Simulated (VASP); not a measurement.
Input:

```yaml
crystal:
  lattice:
    - [2.99376, 0.00000, 0.00000]
    - [0.00000, 2.99376, 0.00000]
    - [0.00000, 0.00000, 2.99376]
  atoms:
    - { symbol: Ru, position: [0.00000, 0.00000, 0.00000] }
    - { symbol: Se, position: [0.50000, 0.50000, 0.50000] }
```
Cell charge +0.02.

All values below come from PBE GGA, VASP's PBE PAW potentials (set 64) (plane waves; VASP 6.6.1). Run with NELECT = 19.98, 400 eV cut-off, 8×8×8 Γ-centred mesh, Gaussian smearing of 0.050 eV, potentials Ru_pv Se.

The cell is charged, with a uniform compensating background.

Q: Give the stress tensor in GPa (positive for a compressed cell).

A: 
```
30.18   0.00   0.00
 0.00  30.18   0.00
 0.00   0.00  30.18
```
The pressure is its mean diagonal, 30.18 GPa.

The structure was generated: RuSe was put into the CsCl type (Pm-3m), which need not be its known phase. The cell was not relaxed at this level. The run is one of a series of settings (NELECT = 19.98 against the base run), some of them coarse on purpose.
